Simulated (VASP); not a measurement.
Input:

```xyz
6
Lattice="2.9337 1.6938 4.9928 -2.9337 1.6938 4.9928 0.0000 -3.3876 4.9928" Properties=species:S:1:pos:R:3 pbc="T T T"
Ce     0.8546     1.9073     9.9855
Ce     0.8546    -1.9073     4.9928
Ce     1.2245     1.6938     4.9928
Ce     0.0000     0.0000     3.1666
Ce     0.0000     0.0000    11.8116
Mg     0.0000     0.0000     7.4891
```

Computed with PBEsol GGA, VASP's PBE PAW potentials (set 64) (plane waves; VASP). Numerical set-up: 400 eV cut-off, Gaussian smearing of 0.050 eV, potentials Ce Mg.

Question: Give the energies of bands 23 to 36 at the high-symmetry points, in eV from the Fermi level.

Answer: 
| band | Γ | T | H2 | L | S0 | F |
|---|---|---|---|---|---|---|
| 23 | -1.46 | -1.82 | -1.79 | -1.84 | -1.91 | -1.61 |
| 24 | -1.46 | -1.82 | -1.76 | -1.56 | -1.66 | -1.49 |
| 25 | -1.26 | -1.16 | -1.40 | -1.29 | -1.44 | -1.36 |
| 26 | -0.86 | -0.63 | -1.02 | -1.27 | -0.87 | -1.16 |
| 27 | -0.86 | -0.63 | -0.73 | -0.88 | -0.86 | -0.96 |
| 28 | -0.44 | -0.57 | -0.66 | -0.69 | -0.58 | -0.61 |
| 29 | -0.21 | -0.14 | -0.33 | -0.35 | -0.48 | -0.30 |
| 30 | -0.11 | -0.12 | -0.19 | -0.17 | -0.26 | -0.17 |
| 31 | -0.10 | -0.12 | -0.01 | -0.15 | 0.03 | -0.09 |
| 32 | -0.10 | 0.06 | 0.05 | 0.00 | 0.07 | -0.07 |
| 33 | 0.09 | 0.06 | 0.18 | 0.09 | 0.18 | 0.04 |
| 34 | 0.09 | 0.12 | 0.20 | 0.14 | 0.24 | 0.06 |
| 35 | 0.15 | 0.28 | 0.23 | 0.34 | 0.26 | 0.20 |
| 36 | 0.15 | 0.30 | 0.28 | 0.37 | 0.33 | 0.37 |

It has no gap at this level: it comes out as a metal or semimetal.

The structure comes from a computed database's Ce5Mg entry (R32); how it stands against other phases isn't given here. It was relaxed first, which changed the volume by -9 %. The run is not spin-polarised, so no magnetic state was tried.
